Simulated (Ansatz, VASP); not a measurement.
# Cross-check of LiH46C26S2NO16F6 between VASP and Ansatz, part 2 of 2

Aim: how closely do two programs agree when they are given the same cell, functional and k mesh? Of the first pair: The structure shown is frame 203 of Ansatz's trajectory.

VASP 6.6.1 and Ansatz 0.2.0.

So far. Step 3 (VASP: single point, PBE with D3(BJ), pair 1): The run ends at a pressure of 0.25 GPa, with forces up to 4.0 eV/Å.

### 6. VASP: single point, PBE with D3(BJ), pair 2

Level of this step: PBE with D3(BJ); plane waves and PAW (C, O, H, N, S, F, Li_sv) (VASP).

The same cell, functional, mesh and smearing now go to VASP, with its own data sets.

File INCAR:

```
SYSTEM = LiH46C26S2NO16F6
PREC = Accurate
ENCUT = 650
EDIFF = 1E-06
NELM = 120
ISMEAR = 0
SIGMA = 0.05
LREAL = Auto
ALGO = Normal
GGA = PE
IVDW = 12
NBANDS = 224
LORBIT = 11
LWAVE = .FALSE.
LCHARG = .FALSE.
ISIF = 2
LASPH = .TRUE.
GGA_COMPAT = .FALSE.
EFERMI = MIDGAP
NCORE = 2
```

File POSCAR:

```
LiH46C26S2NO16F6
1.0
   10.3406200000      0.0000000000      0.0000000000
    0.0000000000     10.3406200000      0.0000000000
    0.0000000000      0.0000000000     10.3406200000
C O H N S F Li
26 16 46 1 2 6 1
Direct
    0.4257868484      0.7328670815      0.0347658071
    0.4332912340      0.5423756022      0.9079629655
    0.3641851262      0.4106620299      0.8972769524
    0.3032023225      0.2502847992      0.7647994027
    0.3724244774      0.1306014533      0.8006676582
    0.5018267763      0.9605130060      0.7355168259
    0.0552287967      0.7148120712      0.5867539857
    0.2785326218      0.6725128667      0.5278310198
    0.2672180198      0.6156884210      0.3942703629
    0.3059391023      0.3850349399      0.3307538620
    0.2234778959      0.2605743176      0.3234138765
    0.1023052776      0.1155153173      0.4642274835
    0.6496322271      0.6216068282      0.5781471517
    0.9227203011      0.5064880056      0.1857142028
    0.8588653292      0.9154093275      0.9858905946
    0.9426127253      0.0373846056      0.9989362340
    0.0865228584      0.9903758189      0.9850492524
    0.0741735022      0.8445818529      0.9470418602
    0.4320533972      0.9795737586      0.2839481578
    0.5168645594      0.9891689280      0.4049950583
    0.5991903774      0.1109024411      0.3819016655
    0.6031940058      0.1080786258      0.2340285205
    0.9130593717      0.3337227362      0.7216685266
    0.8430925805      0.3525900768      0.8432182983
    0.7110985608      0.3092851299      0.8177265967
    0.7384083353      0.2106063273      0.7078879216
    0.3685562374      0.6033487354      0.0126104624
    0.3693685678      0.3706934400      0.7692962318
    0.4584251234      0.0881862016      0.7014279608
    0.1618665032      0.6355421628      0.6045188780
[... 62 atom lines left out ...]
    0.5626064975      0.5336914034      0.5900033073
    0.7559217919      0.5907479435      0.6451837511
    0.8375706679      0.5336817328      0.0902943924
    0.9765468608      0.6122746992      0.2320170357
    0.0167668863      0.4368596854      0.1308528889
    0.1091714036      0.4502631370      0.5501024117
```

File KPOINTS:

```
Automatic mesh
0
Gamma
1 1 1
0 0 0
```

Potentials, in the order of the species: C, O, H, N, S, F and Li_sv (PBE family, release 64).

The run is started by

```
$ mpirun -np 8 vasp_gam
```

Numbers of over 12 decimals in the logs are rounded to 6 here.

The log of the run:

```text
[... set-up lines as in an earlier step ...]
 entering main loop
       N       E                     dE             d eps       ncg     rms          rms(c)
DAV:   1     0.287139358357E+04    0.28714E+04   -0.18609E+05   448   0.154E+03
DAV:   2    -0.272992311581E+03   -0.31444E+04   -0.29656E+04   552   0.343E+02
DAV:   3    -0.588038759554E+03   -0.31505E+03   -0.31235E+03   544   0.113E+02
DAV:   4    -0.597484101453E+03   -0.94453E+01   -0.94055E+01   592   0.189E+01
[...]
DAV:  18    -0.549751488329E+03    0.31456E-05   -0.89429E-06   528   0.103E-02    0.460E-03
DAV:  19    -0.549751486751E+03    0.15779E-05   -0.27463E-06   448   0.626E-03    0.214E-03
DAV:  20    -0.549751486443E+03    0.30849E-06   -0.99878E-07   392   0.279E-03
   1 F= -.55463949E+03 E0= -.55463949E+03  d E =0.000000E+00
```

Parts of OUTCAR (step 6):

```text
  FREE ENERGIE OF THE ION-ELECTRON SYSTEM (eV)
  ---------------------------------------------------
  free  energy   TOTEN  =      -554.6394924120 eV

  energy  without entropy=     -554.6394924120  energy(sigma->0) =     -554.63949241

[... 1 part as in an earlier step ...]
```

The run ends at a pressure of 1.39 GPa, with forces up to 3.6 eV/Å.

### 7. Side by side

Forces on 7 of the 98 atoms, those with the largest forces and the largest differences (eV/Å; atoms numbered as in POSCAR):

```
atom          Ansatz x, y, z            VASP x, y, z
 C12    0.907, 2.304, -1.553    0.850, 2.222, -1.511
 C15    3.093, 0.391, -0.499    3.579, 0.496, -0.446
 C19    2.004, -0.076, 2.154     2.286, 0.147, 2.355
 C20   -1.788, 2.043, -0.773   -1.778, 2.041, -0.771
 O37   -2.393, -0.424, 0.195   -3.007, -0.432, 0.164
 O39  -2.743, -1.372, -0.424  -3.146, -1.764, -0.492
 F93   -1.325, -2.296, 0.308   -1.708, -2.684, 0.352
```

The forces differ by 109 meV/Å r.m.s., which is 11.8 % of the r.m.s. force of 0.927 eV/Å (both taken over all components).

### 8. Ansatz: dynamics, PBE with D3(BJ)

One frame of this run of dynamics is then solved in both programs, so the motion causes no difference.

The structure compared here is frame 610 of Ansatz's trajectory.

File input.yaml:

```yaml
crystal:
  lattice:
    - [10.34062, 0.0, 0.0]
    - [0.0, 10.34062, 0.0]
    - [0.0, 0.0, 10.34062]
  atoms:
    - { symbol: C, position: [0.4607, 0.69555, 0.08086] }
    - { symbol: O, position: [0.40181, 0.56987, 0.07465] }
    - { symbol: C, position: [0.43558, 0.50669, 0.9593] }
    - { symbol: C, position: [0.34217, 0.3984, 0.9284] }
    - { symbol: O, position: [0.40206, 0.33149, 0.82208] }
    - { symbol: C, position: [0.32279, 0.23568, 0.76484] }
    - { symbol: C, position: [0.35559, 0.10278, 0.81229] }
    - { symbol: O, position: [0.4835, 0.07398, 0.76056] }
    - { symbol: C, position: [0.53, 0.95888, 0.82334] }
    - { symbol: H, position: [0.56687, 0.6922, 0.08156] }
    - { symbol: H, position: [0.41658, 0.75728, 0.00728] }
    - { symbol: H, position: [0.43662, 0.74307, 0.17205] }
    - { symbol: H, position: [0.53303, 0.46158, 0.9709] }
    - { symbol: H, position: [0.42631, 0.57617, 0.87834] }
    - { symbol: H, position: [0.32786, 0.3411, 0.01248] }
    - { symbol: H, position: [0.25085, 0.43763, 0.89298] }
    - { symbol: H, position: [0.34608, 0.24798, 0.66228] }
    - { symbol: H, position: [0.22028, 0.25522, 0.77717] }
    - { symbol: H, position: [0.3606, 0.0997, 0.92298] }
    - { symbol: H, position: [0.28281, 0.03099, 0.7761] }
    - { symbol: H, position: [0.46438, 0.88199, 0.79433] }
    - { symbol: H, position: [0.52391, 0.96494, 0.93147] }
    - { symbol: H, position: [0.62847, 0.9362, 0.80029] }
    - { symbol: C, position: [0.08567, 0.77916, 0.52555] }
    - { symbol: O, position: [0.15384, 0.66239, 0.56097] }
    - { symbol: C, position: [0.28064, 0.66517, 0.51126] }
    - { symbol: C, position: [0.27787, 0.60168, 0.37949] }
    - { symbol: O, position: [0.20059, 0.4867, 0.3883] }
    - { symbol: C, position: [0.26726, 0.38818, 0.30872] }
    - { symbol: C, position: [0.18563, 0.26114, 0.30155] }
    - { symbol: O, position: [0.19355, 0.19577, 0.42426] }
    - { symbol: C, position: [0.07016, 0.14457, 0.46341] }
    - { symbol: H, position: [0.98711, 0.7817, 0.57297] }
    - { symbol: H, position: [0.06646, 0.79094, 0.42054] }
    - { symbol: H, position: [0.14387, 0.85833, 0.56447] }
    - { symbol: H, position: [0.34011, 0.61087, 0.5784] }
    - { symbol: H, position: [0.31713, 0.76323, 0.49598] }
    - { symbol: H, position: [0.37949, 0.58166, 0.34706] }
    - { symbol: H, position: [0.22319, 0.65645, 0.31041] }
    - { symbol: H, position: [0.27872, 0.42934, 0.20958] }
    - { symbol: H, position: [0.3619, 0.36039, 0.35468] }
    - { symbol: H, position: [0.22606, 0.20408, 0.22209] }
    - { symbol: H, position: [0.09222, 0.29102, 0.27882] }
    - { symbol: H, position: [0.03398, 0.07421, 0.39625] }
    - { symbol: H, position: [0.01263, 0.23038, 0.46583] }
    - { symbol: H, position: [0.05791, 0.09042, 0.55311] }
    - { symbol: "N", position: [0.70464, 0.50653, 0.32591] }
    - { symbol: S, position: [0.69309, 0.64984, 0.3781] }
    - { symbol: O, position: [0.80076, 0.73359, 0.3557] }
    - { symbol: O, position: [0.56235, 0.69542, 0.36689] }
    - { symbol: C, position: [0.70114, 0.62402, 0.55291] }
    - { symbol: F, position: [0.65978, 0.72781, 0.62232] }
    - { symbol: F, position: [0.61595, 0.51982, 0.59041] }
    - { symbol: F, position: [0.81837, 0.58812, 0.59652] }
    - { symbol: S, position: [0.84329, 0.45654, 0.3126] }
    - { symbol: O, position: [0.8406, 0.32188, 0.27096] }
    - { symbol: O, position: [0.93475, 0.49038, 0.41734] }
    - { symbol: C, position: [0.90904, 0.53629, 0.16963] }
    - { symbol: F, position: [0.80961, 0.57269, 0.0946] }
    - { symbol: F, position: [0.98306, 0.63866, 0.19501] }
    - { symbol: F, position: [0.97797, 0.45304, 0.08991] }
    - { symbol: O, position: [0.74417, 0.8922, 0.01879] }
    - { symbol: C, position: [0.86371, 0.89095, 0.02359] }
    - { symbol: C, position: [0.95086, 0.92681, 0.13886] }
    - { symbol: C, position: [0.06504, 0.97498, 0.06131] }
    - { symbol: C, position: [0.07292, 0.88388, 0.94806] }
    - { symbol: O, position: [0.93969, 0.86772, 0.91688] }
    - { symbol: H, position: [0.98078, 0.8353, 0.1886] }
    - { symbol: H, position: [0.90596, 0.99269, 0.20782] }
[... 4 lines left out ...]
    - { symbol: O, position: [0.2592, 0.91541, 0.3146] }
    - { symbol: C, position: [0.36498, 0.96715, 0.29729] }
    - { symbol: C, position: [0.44895, 0.02074, 0.39687] }
    - { symbol: C, position: [0.574, 0.02772, 0.31508] }
    - { symbol: C, position: [0.5269, 0.06932, 0.18983] }
    - { symbol: O, position: [0.40742, 0.00712, 0.17788] }
[... 4 lines left out ...]
    - { symbol: H, position: [0.58833, 0.05481, 0.10409] }
    - { symbol: H, position: [0.5167, 0.17364, 0.19724] }
    - { symbol: O, position: [0.03546, 0.37824, 0.66433] }
    - { symbol: C, position: [0.93225, 0.34226, 0.70288] }
    - { symbol: C, position: [0.88129, 0.36853, 0.83873] }
    - { symbol: C, position: [0.74566, 0.31386, 0.83154] }
    - { symbol: C, position: [0.7661, 0.20369, 0.73341] }
    - { symbol: O, position: [0.86376, 0.24718, 0.64695] }
    - { symbol: H, position: [0.87637, 0.47214, 0.86726] }
    - { symbol: H, position: [0.93774, 0.30514, 0.91519] }
    - { symbol: H, position: [0.6801, 0.38895, 0.79915] }
    - { symbol: H, position: [0.70674, 0.28945, 0.92742] }
    - { symbol: H, position: [0.67832, 0.1651, 0.68098] }
    - { symbol: H, position: [0.81486, 0.1214, 0.79186] }
    - { symbol: Li, position: [0.07787, 0.48248, 0.52473] }
kpoints:
  mp_grid: { grid: [1, 1, 1] }
hamiltonian:
  xc: pbe
  dispersion: d3bj
scf:
  occupations: { method: gaussian, width: 0.05 }
output:
  forces: true
  stress: true
md:
  timestep: 0.5
  n_steps: 610
  ensemble: nvt_nose_hoover
  temperature: 350
  initial_velocities: maxwell_boltzmann
  seed: 5611
```

The run is started by

```
$ ansatz run input.yaml --threads 4 --pin off --max-ram 8192MiB --backend cpu --events-out ev --progress --plain --runs-dir out
```

The log of the run:

```text
[...]
Crystal: 98 atoms, lattice volume = 1105.706 Å³
Basis set: ecut = 420 eV, 21631 PW (Γ), exchange–correlation on 144×144×144 points (8 copies of the dense FFT grid, shifted against one another)
Bands: 252, of which v1, the nominal top of the filled ones, is band 154 counted from 1 (153 counted from 0)
Symmetry: 1 space group operations
k-points: 1
[...]
atom  98  Li    -0.14734990    -0.05656054     0.14380678
  max |Σ_I F_I| component: 3.05e-4 eV/Å
--- Stress (GPa, compression-positive) ---
       -0.031434      -0.789248       0.783740
       -0.789247      -1.212074      -0.215180
        0.783741      -0.215180      -1.654177
  P = ⅓ Tr σ = -0.9659 GPa (-9.659 kbar)
--- MD trajectory: 610 steps, t = 0.0 → 305.0 fs ---
[...]
conserved energy: peak-to-peak 8.334e-3 eV (8.504e-5 eV/atom) over 305.0 fs
[key lines of the parts left out:]
SCF converged after 8 iterations
Free energy (F): -23571.641616 eV
Fermi energy:    1.602070 eV
```

### 9. VASP: single point, PBE with D3(BJ), pair 3

The same cell, functional, mesh and smearing now go to VASP, with its own data sets.

INCAR is that of step 6.

File POSCAR:

```
LiH46C26S2NO16F6
1.0
   10.3406200000      0.0000000000      0.0000000000
    0.0000000000     10.3406200000      0.0000000000
    0.0000000000      0.0000000000     10.3406200000
C O H N S F Li
26 16 46 1 2 6 1
Direct
    0.4182341098      0.7450713787      0.0231127341
    0.3489055782      0.5789981645      0.8894631076
    0.3157257495      0.4351189774      0.8946562198
    0.2896828237      0.2649357582      0.7359229911
    0.3418557108      0.1324872203      0.7791022202
    0.5134024846      0.9806858776      0.7686192898
    0.0618434871      0.7186319582      0.6002734846
    0.2746933936      0.6452127629      0.5563689605
    0.2702062352      0.6127775704      0.4057396945
    0.3123797219      0.3907889469      0.3406855682
    0.2302376453      0.2745096522      0.3203192845
    0.1055255874      0.1191804747      0.4544505068
    0.6381338837      0.5813481203      0.5621326381
    0.9476801198      0.5231504494      0.1888474772
    0.8687390118      0.9168309057      0.9675357957
    0.9743999876      0.0248998609      0.9411640695
    0.0811846872      0.9636656216      0.0249598187
    0.0738156900      0.8241188633      0.0028122105
    0.4345677532      0.0049494131      0.2797511174
    0.5169806066      0.0290214707      0.4056816709
    0.6189280720      0.1336380217      0.3599203916
    0.6114236864      0.1323421613      0.2108287511
    0.9030889831      0.3294096486      0.7347915309
    0.8095646102      0.3479191770      0.8556643606
    0.7050060828      0.2452947696      0.8334413217
    0.7287183941      0.1849598960      0.6969408024
    0.3758381993      0.6174194584      0.0205693662
    0.3662159522      0.3724148068      0.7799435624
    0.4621869869      0.1046552334      0.7218135856
    0.1584044284      0.6222064054      0.6180480474
[... 62 atom lines left out ...]
    0.5506052829      0.4775342291      0.5599567531
    0.7377217227      0.5387297860      0.6283375658
    0.8582947638      0.5456152532      0.0956132224
    0.0015453619      0.6357839278      0.2304697397
    0.0420458348      0.4484450642      0.1308819007
    0.0985917672      0.4187659928      0.5260419588
```

KPOINTS is that of step 6.

The run is started by

```
$ mpirun -np 8 vasp_gam
```

The log of the run:

```text
[... set-up lines as in an earlier step ...]
 entering main loop
       N       E                     dE             d eps       ncg     rms          rms(c)
DAV:   1     0.286631780415E+04    0.28663E+04   -0.18585E+05   448   0.154E+03
DAV:   2    -0.271047903350E+03   -0.31374E+04   -0.29424E+04   552   0.340E+02
DAV:   3    -0.587392650530E+03   -0.31634E+03   -0.31360E+03   552   0.113E+02
DAV:   4    -0.596933828473E+03   -0.95412E+01   -0.95039E+01   592   0.190E+01
[...]
DAV:  18    -0.550658474568E+03    0.33200E-05   -0.17336E-05   576   0.138E-02    0.599E-03
DAV:  19    -0.550658472671E+03    0.18967E-05   -0.49377E-06   512   0.764E-03    0.277E-03
DAV:  20    -0.550658472036E+03    0.63521E-06   -0.95791E-07   400   0.400E-03
   1 F= -.55561094E+03 E0= -.55561094E+03  d E =0.000000E+00
```

From OUTCAR (step 9):

```text
  FREE ENERGIE OF THE ION-ELECTRON SYSTEM (eV)
  ---------------------------------------------------
  free  energy   TOTEN  =      -555.6109375239 eV

  energy  without entropy=     -555.6109375239  energy(sigma->0) =     -555.61093752

[... 1 part as in an earlier step ...]
```

The run ends at a pressure of -0.94 GPa, with forces up to 3.8 eV/Å.

### 10. Comparison

Forces on 10 of the 98 atoms, those with the largest forces and the largest differences (eV/Å; atoms numbered as in POSCAR):

```
atom         Ansatz x, y, z           VASP x, y, z
 C17    0.943, 2.689, 1.150    0.950, 2.713, 1.154
 C20  -1.556, 1.766, -2.119  -1.555, 1.762, -2.121
 C24   0.088, 0.318, -3.615   0.101, 0.316, -3.611
 C26    1.428, 1.864, 1.186    1.342, 1.815, 1.190
 O35   -0.775, 1.957, 0.973   -0.792, 2.072, 1.007
 O39   0.316, -0.285, 0.231  -0.139, -0.474, 0.188
 H84   1.397, -0.877, 2.139   1.400, -0.876, 2.141
 S91  1.867, -2.587, -2.190  1.874, -2.590, -1.977
 F92   -0.607, 0.573, 0.344   -0.787, 0.931, 0.550
 F94   0.971, -0.140, 0.646   1.340, -0.301, 0.888
```

The forces differ by 99 meV/Å r.m.s., which is 12.2 % of the r.m.s. force of 0.810 eV/Å (both taken over all components).

### 11. Summary of results

```
r.m.s. force difference (single point, PBE with D3(BJ), pair 1) : 13 % of the r.m.s. force
r.m.s. force difference (single point, PBE with D3(BJ), pair 2) : 12 % of the r.m.s. force
r.m.s. force difference (single point, PBE with D3(BJ), pair 3) : 12 % of the r.m.s. force
```

The r.m.s. force difference is 13 % of the r.m.s. force (single point, PBE with D3(BJ), pair 1), beyond the 3 % picked in this series as the mark of a large difference. What causes the difference of the single point, PBE with D3(BJ), pair 1 pair stays open here. What causes the difference of the single point, PBE with D3(BJ), pair 2 pair stays open here. What causes the difference of the single point, PBE with D3(BJ), pair 3 pair stays open here. How closely two codes agree says nothing of how well the functional describes the real material.

[Lines on the potential files, build, host, timing and source positions are cut from VASP's logs without a mark.]

[Logs are printed without paths, hosts, clocks, repeated set-up lines and the standing remarks that a program may print on its own settings, such as how far it seeks lower states.]

[Hosts, paths, dates, database ids (printed as entryN), source tags and the programs' standing remarks are cut or masked in the printed files.]
